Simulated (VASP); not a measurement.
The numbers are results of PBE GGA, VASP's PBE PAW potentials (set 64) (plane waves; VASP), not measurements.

A VASP calculation is set up with these files.

**POSCAR**
```
TiB2
6.460
  0.2345201238  -0.4062007740   0.0000000000
  0.2345201238   0.4062007740   0.0000000000
  0.0000000000   0.0000000000   0.5000000000
Ti B
1 2
Direct
  0.0000000000   0.0000000000   0.0000000000
  0.3333330000   0.6666670000   0.5000000000
  0.6666670000   0.3333330000   0.5000000000
```

**INCAR**
```
# general
SYSTEM  = TiB2
PREC    = Accurate
ENCUT   = 520   # plane-wave cut-off (eV)
LREAL   = .FALSE.   # projection in real space or not
LASPH   = .TRUE.

# electronic loop
EDIFF   = 1E-6   # SCF stop (eV)
NELM    = 100   # most electronic steps
ALGO    = Normal   # blocked Davidson
LMAXMIX = 4   # l cut-off of mixed one-centre charges

# smearing
ISMEAR  = 1
SIGMA   = 0.1   # width (eV)

# functional
GGA     = PE

# ions
ISIF    = 2   # forces and stress, cell fixed

# output
LWAVE   = .FALSE.
LCHARG  = .FALSE.
```

**KPOINTS**
```
Automatic mesh
0
Gamma
9 9 7
0 0 0
```

POTCAR, in this order: Ti_sv B (PBE.64 set). Program: vasp_std.

### Question
What will the output report for the number of irreducible k-points (NKPTS), number of bands (NBANDS), largest plane-wave count, number of space-group operations, FFT grid (NGX, NGY, NGZ)?

### Answer

- number of irreducible k-points (NKPTS): 48
- number of bands (NBANDS): 13
- largest plane-wave count: 721
- number of space-group operations: 24
- FFT grid (NGX, NGY, NGZ): 24 × 24 × 24

The compound is TiB2 in the AlB2 type structure. The cell was not relaxed at this level.
